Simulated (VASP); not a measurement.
OSZICAR of a VASP run on Ta (bcc):

**OSZICAR**
```
       N       E                     dE             d eps       ncg     rms          rms(c)
DAV:   1     0.456467471310E+02    0.45647E+02   -0.66038E+03  2610   0.116E+03
DAV:   2    -0.126567617971E+02   -0.58304E+02   -0.57416E+02  3309   0.245E+02
DAV:   3    -0.133024630190E+02   -0.64570E+00   -0.62650E+00  3016   0.261E+01
DAV:   4    -0.133063710282E+02   -0.39080E-02   -0.39051E-02  3020   0.173E+00
DAV:   5    -0.133063946791E+02   -0.23651E-04   -0.23650E-04  2962   0.115E-01    0.136E+01
DAV:   6    -0.129262378377E+02    0.38016E+00   -0.41554E-01  2715   0.753E+00    0.650E+00
DAV:   7    -0.128136949405E+02    0.11254E+00   -0.30773E-01  2732   0.610E+00    0.368E-01
DAV:   8    -0.128115634930E+02    0.21314E-02   -0.41530E-03  2830   0.861E-01    0.846E-02
DAV:   9    -0.128115389183E+02    0.24575E-04   -0.89655E-05  2858   0.111E-01    0.266E-02
DAV:  10    -0.128115386451E+02    0.27312E-06   -0.38594E-06  3232   0.260E-02    0.300E-03
DAV:  11    -0.128115386268E+02    0.18349E-07   -0.14112E-07  2123   0.495E-03
   1 F= -.12811539E+02 E0= -.12811178E+02  d E =-.108065E-02
```

Problem. Which electronic solver shows in the log?

Solution. It is blocked Davidson (ALGO = Normal, or the opening steps of other solvers). The INCAR had ALGO = Normal.

Problem. Can the final energy be trusted as converged?

Solution. The calculation finished and met its thresholds. It stopped with EDIFF = 1E-7, NELM = 100 (LDA (Ceperley-Alder, Perdew-Zunger), plane waves, VASP's LDA PAW potentials (set 64)).

The compound is Ta in the bcc structure. This cell is one point of a volume scan, at 1.03 of the reference volume.
